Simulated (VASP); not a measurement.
Here is the system:

```
Ta
1.0
    2.70854     0.00000     0.00000
    0.00000     2.70854     0.00000
    0.00000     0.00000     2.70854
Ta
1
Cartesian
  0.00000   0.00000   0.00000
```

Method: PBEsol GGA, VASP's PBE PAW potentials (set 64) (plane waves; VASP 6.6.1). Run with 400 eV cut-off, 15×15×15 Γ-centred mesh, tetrahedra with Blöchl corrections, potentials Ta_pv.

Unless said otherwise, spin-orbit coupling is left out, though it shifts the bands of the heavy elements here.

Task: Tabulate the total density of states (states/eV per cell) against energy (eV; zero at the valence-band maximum or, without a gap, the Fermi level).

Result: 
```
E (eV) | DOS (states/eV)
    -9.98 |  0.00
    -9.38 |  0.00
    -8.90 |  0.00
    -8.30 |  0.00
    -7.70 |  0.00
    -7.22 |  0.02
    -6.62 | # 0.06
    -6.02 | ## 0.10
    -5.54 | ## 0.13
    -4.94 | ### 0.18
    -4.34 | #### 0.25
    -3.86 | ########## 0.54
    -3.26 | #################### 1.13
    -2.66 | ########################### 1.49
    -2.18 | ######## 0.44
    -1.58 | ############################## 1.67
    -0.98 | #################### 1.15
    -0.50 | ############################## 1.68
     0.10 | ################ 0.92
     0.70 | ######### 0.48
     1.18 | ########### 0.62
     1.78 | ################# 0.97
     2.38 | ###################### 1.23
     2.86 | ################ 0.92
     3.46 | ######################## 1.35
```
Within 2 eV below the Fermi level the largest weight inside VASP's projection spheres is Ta d.

The structure was generated: Ta was put into the simple-cubic type (Pm-3m), which need not be its known phase. It was relaxed first.
